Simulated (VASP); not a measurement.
Input:

```
CELL_PARAMETERS angstrom
      4.04793     0.00000     0.00000
      0.00000     4.04793     0.00000
      0.00000     0.00000     4.04793
ATOMIC_POSITIONS crystal
  K  0.00000 0.00000 0.00000
  Ta 0.50000 0.50000 0.50000
  O  0.50000 0.00000 0.50000
  O  0.00000 0.50000 0.50000
  O  0.50000 0.50000 0.00000
```

The numbers are results of PBE GGA with D3 dispersion (Becke-Johnson damping), VASP's PBE PAW potentials (set 64) (plane waves; VASP), not measurements. Numerical set-up: 520 eV cut-off, 6×6×6 Γ-centred mesh, Gaussian smearing of 0.050 eV, potentials K_sv Ta_pv O.

Unless said otherwise, spin-orbit coupling is left out, though it shifts the bands of the heavy elements here.

Question: Estimate the energy per atom (σ→0), pressure, band gap (on the k-mesh) with the smallest direct gap where there is one.

Answer: 
```json
{
 "band gap (on the k-mesh)": "2.08 eV",
 "smallest direct gap (on the k-mesh)": "2.71 eV",
 "energy per atom (σ→0)": "-8.438 eV/atom",
 "pressure": "-54.4 kbar"
}
```

Total energies compare only between runs with the same potentials, cut-off and functional.

The compound is KTaO3 in the cubic perovskite structure. This cell is one point of a volume scan, at 1.03 of the reference volume.
